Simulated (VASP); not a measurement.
Energy against volume of Sr (fcc). Computed with MS2 meta-GGA, VASP's PBE PAW potentials (set 64) (plane waves; VASP). Run with 520 eV cut-off, 11×11×11 Γ-centred mesh, first-order Methfessel-Paxton smearing of 0.10 eV, potentials Sr_sv.

| V (Å³/atom) | E (eV/atom) |
|---|---|
| 53.476 | -2.17126 |
| 55.130 | -2.17337 |
| 56.784 | -2.17181 |
| 58.438 | -2.16689 |

Question: Fit these four points and predict the energy of the run at 51.822 Å³/atom.

Answer: A cubic in V^(−2/3), the third-order Birch-Murnaghan form, passes through the four points with V0 = 55.23 Å³/atom and B0 = 12 GPa, and gives -2.1652 eV/atom there. The run gave -2.1651 eV/atom, +0.1 meV/atom from the fit; all five points give B0 = 12 GPa.

The compound is Sr in the fcc structure. It was relaxed first.
